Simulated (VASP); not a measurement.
Here is a VASP 6.6.1 calculation.

File INCAR:

```
SYSTEM = WSe2
PREC = Accurate
ENCUT = 520
EDIFF = 1E-6
ISMEAR = 0
SIGMA = 0.03
LREAL = .False.
LASPH = .True.
NELM = 80
ALGO = Normal
ISIF = 2
LWAVE = .False.
LCHARG = .False.
GGA = PE
LOPTICS = .True.
NBANDS = 74
NEDOS = 1000
CSHIFT = 0.1
KPAR = 4
```

Contents of KPOINTS:

```
Automatic mesh
0
Gamma
  9 9 2
  0 0 0
```

POSCAR

```
WSe2                                    
1.0
    3.2813445319      0.0000000000      0.0000000000
   -1.6406722659      2.8417277232      0.0000000000
    0.0000000000      0.0000000000     12.7916582910
  W               Se            
     2     4
Direct
     0.3333333332999970    0.6666666667000030    0.2500000000000000
     0.6666666667000030    0.3333333332999970    0.7500000000000000
     0.3333333332999970    0.6666666667000030    0.6181949413819581
     0.6666666667000030    0.3333333332999970    0.1181949413819581
     0.3333333332999970    0.6666666667000030    0.8818050586180419
     0.6666666667000030    0.3333333332999970    0.3818050586180419
```

Potentials or basis: VASP PAW PBE potentials, release 64 (W_sv, Se).

Run with:

```sh
$ cat potpaw_PBE.64/W_sv/POTCAR potpaw_PBE.64/Se/POTCAR > POTCAR
$ mpirun -np 4 vasp_std > vasp.out
```

(1) Estimate the pressure.

(2) Estimate the largest force.

Answers

(1) 3.9 GPa.

(2) 0.004 eV/Å.

Caveat: spin-orbit coupling is left out, which moves the levels of the heavy elements; an odd mesh through Γ misses points on the zone boundary, where band edges often lie; this functional lacks dispersion, which binds the layers, so the pressure and a relaxed spacing across them are unreliable.

The gap isn't set beside the measured one, since this odd mesh misses points on the zone boundary.
